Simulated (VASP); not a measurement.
Rh (fcc): the bulk modulus from VASP (plane waves, PAW) at several levels of theory. Static lattice, third-order Birch-Murnaghan fit over five volumes.

| level | bulk modulus (GPa) | error against measurement |
|---|---|---|
| LDA | 316 | +16.6 % |
| PBE | 257 | -5.3 % |
| PBEsol | 295 | +8.9 % |
| SCAN | 293 | +8.1 % |
| r2SCAN | 282 | +3.9 % |

Measured: 271 GPa at 0 K (as given by H. Levämäki et al., Physical Review B (2014), arXiv:1402.3671; corrected for temperature and zero-point phonon effects).

The cell of the LDA run:

```
CELL_PARAMETERS angstrom
      0.00000     1.87872     1.87872
      1.87872     0.00000     1.87872
      1.87872     1.87872     0.00000
ATOMIC_POSITIONS crystal
  Rh 0.00000 0.00000 0.00000
```

Only levels that ran to the end are used. Left out are those held back, those with too coarse a band path, GW runs whose mesh misses a band edge, hybrids' fits of cells that aren't cubic and levels without matching references; a question may draw on a part of the rest.

The compound is Rh in the fcc structure.
